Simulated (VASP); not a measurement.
HgO (space group P3_121): computed properties

These are PBEsol GGA, VASP's PBE PAW potentials (set 64) (plane waves; VASP) values and carry that method's errors.

```yaml
space_group: P3_121 (152)
cell: a = 3.5975 Å, b = 3.5975 Å, c = 8.7319 Å, α = 90.00°, β = 90.00°, γ = 120.00°
volume_per_atom: 16.31 Å^3/atom
band gap (over mesh and band path): 1.20 eV
smallest direct gap (over mesh and band path): 1.32 eV
band_edge_character_without_spin_orbit_coupling: indirect, A-L at 0.33 to K-Γ at 0.89
band_gap_with_spin_orbit_coupling: 1.20 eV
density: 11.02 g/cm³
```

```cif
data_Hg3O3
_chemical_formula_sum 'Hg3 O3'
_space_group_name_H-M_alt 'P 1'
_space_group_IT_number 1
_cell_length_a 3.59747
_cell_length_b 3.59747
_cell_length_c 8.73189
_cell_angle_alpha 90.000
_cell_angle_beta 90.000
_cell_angle_gamma 120.000
loop_
_space_group_symop_operation_xyz
  'x, y, z'
loop_
_atom_site_label
_atom_site_type_symbol
_atom_site_fract_x
_atom_site_fract_y
_atom_site_fract_z
_atom_site_occupancy
Hg1 Hg 0.24640 0.24640 0.50000 1
Hg2 Hg 0.75360 0.00000 0.83333 1
Hg3 Hg 0.00000 0.75360 0.16667 1
O1 O 0.53404 0.53404 0.00000 1
O2 O 0.46596 0.00000 0.33333 1
O3 O 0.00000 0.46596 0.66667 1
```

Without a dispersion term in the relaxation, distances and binding between the weakly bound layers, chains or molecules are unreliable, and so is what depends on them. Unless said otherwise, spin-orbit coupling is left out, though it shifts the bands of the heavy elements here.

The structure comes from a computed database's HgO entry (P3_121); how it stands against other phases isn't given here. It was relaxed first. Symmetry was kept, so distortions that lower it aren't found.
